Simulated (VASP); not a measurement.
These are PBE GGA, VASP's PBE PAW potentials (set 64) (plane waves; VASP) values and carry that method's errors.

VASP ran on this input.

POSCAR:
```
PtB
1
    0.0000000000     2.3967868868     2.3967868868
    2.3967868868     0.0000000000     2.3967868868
    2.3967868868     2.3967868868     0.0000000000
Pt B
1 1
Direct
  0.0000000000   0.0000000000   0.0000000000
  0.2500000000   0.2500000000   0.2500000000
```

INCAR:
```
! general
SYSTEM  = PtB
PREC    = Accurate
ENCUT   = 520
LREAL   = F
LASPH   = T
ICHARG  = 11

! electronic loop
EDIFF   = 1E-7
NELM    = 100
ALGO    = Normal
LMAXMIX = 6

! smearing
ISMEAR  = 0
SIGMA   = 0.05

! functional
GGA     = PE

! output
LWAVE   = F
LCHARG  = F
LORBIT  = 11
```

KPOINTS:
```
k-points along high-symmetry lines
15
Line-mode
Reciprocal
  0.000000   0.000000   0.000000 ! GAMMA
 -0.500000  -0.500000   0.000000 ! X

 -0.500000  -0.500000   0.000000 ! X
 -0.375000  -0.375000   0.250000 ! U

 -0.375000  -0.000000   0.375000 ! K
  0.000000   0.000000   0.000000 ! GAMMA

  0.000000   0.000000   0.000000 ! GAMMA
 -0.000000  -0.000000   0.500000 ! L

 -0.000000  -0.000000   0.500000 ! L
 -0.500000  -0.250000   0.250000 ! W

 -0.500000  -0.250000   0.250000 ! W
 -0.500000  -0.500000   0.000000 ! X
```

POTCAR, in this order: Pt B (PBE.64 set). Program: vasp_std. Read from the step before: CHGCAR.

The run wrote:

OSZICAR:
```
       N       E                     dE             d eps       ncg     rms          rms(c)
DAV:   1     0.521739290177E+02    0.52174E+02   -0.63810E+03  1824   0.112E+03
DAV:   2    -0.114291822522E+02   -0.63603E+02   -0.59600E+02  1948   0.218E+02
DAV:   3    -0.128151179368E+02   -0.13859E+01   -0.13758E+01  2074   0.324E+01
DAV:   4    -0.128249103133E+02   -0.97924E-02   -0.97909E-02  2042   0.302E+00
DAV:   5    -0.128250447275E+02   -0.13441E-03   -0.13441E-03  2084   0.368E-01
DAV:   6    -0.128250474153E+02   -0.26878E-05   -0.26877E-05  2106   0.512E-02
DAV:   7    -0.128250474719E+02   -0.56589E-07   -0.56950E-07  2118   0.762E-03
   1 F= -.12825047E+02 E0= -.12824620E+02  d E =-.855332E-03
```

### OUTCAR
```
 val. band max:        6.4727409147   @ k =  -0.5000  -0.5000   0.0000

 cond. band min:       6.6017719947   @ k =  -0.3839  -0.3839   0.2321



 k-point     1 :       0.0000    0.0000    0.0000
  band No.  band energies     occupation
      1      -3.7950      2.00000
      2       1.4436      2.00000
      3       1.4436      2.00000
      4       1.4436      2.00000
      5       4.0288      2.00000
      6       4.0289      2.00000
      7      14.5074      0.00000
      8      14.6908      0.00000
      9      14.6908      0.00000
     10      14.6908      0.00000

 k-point     2 :      -0.0357   -0.0357    0.0000
  band No.  band energies     occupation
      1      -3.7618      2.00000
      2       1.4272      2.00000
      3       1.4612      2.00000
      4       1.4612      2.00000
      5       4.0082      2.00000
      6       4.0375      2.00000
      7      14.5011      0.00000
      8      14.6086      0.00000
      9      14.6086      0.00000
     10      14.7165      0.00000

 k-point     3 :      -0.0714   -0.0714    0.0000
  band No.  band energies     occupation
      1      -3.6628      2.00000
      2       1.3796      2.00000
      3       1.5142      2.00000
      4       1.5142      2.00000
      5       3.9483      2.00000
      6       4.0631      2.00000
      7      14.3668      0.00000
      8      14.3668      0.00000
      9      14.4473      0.00000
     10      14.8181      0.00000

 k-point     4 :      -0.1071   -0.1071    0.0000
  band No.  band energies     occupation
      1      -3.5001      2.00000
      2       1.3045      2.00000
      3       1.6021      2.00000
      4       1.6021      2.00000
      5       3.8545      2.00000
      6       4.1046      2.00000
      7      13.9805      0.00000
      8      13.9805      0.00000
      9      14.3056      0.00000
     10      15.0025      0.00000

 k-point     5 :      -0.1429   -0.1429    0.0000
  band No.  band energies     occupation
...
```

The density is held fixed in this step, so its total energy and stress have no physical meaning. Unless said otherwise, spin-orbit coupling is left out, though it shifts the bands of the heavy elements here.

The structure was generated: PtB was put into the zinc blende type (F-43m), which need not be its known phase. It was relaxed first, which changed the volume by -16 %. The electron count is odd and the run is not spin-polarised, which forces a metal.
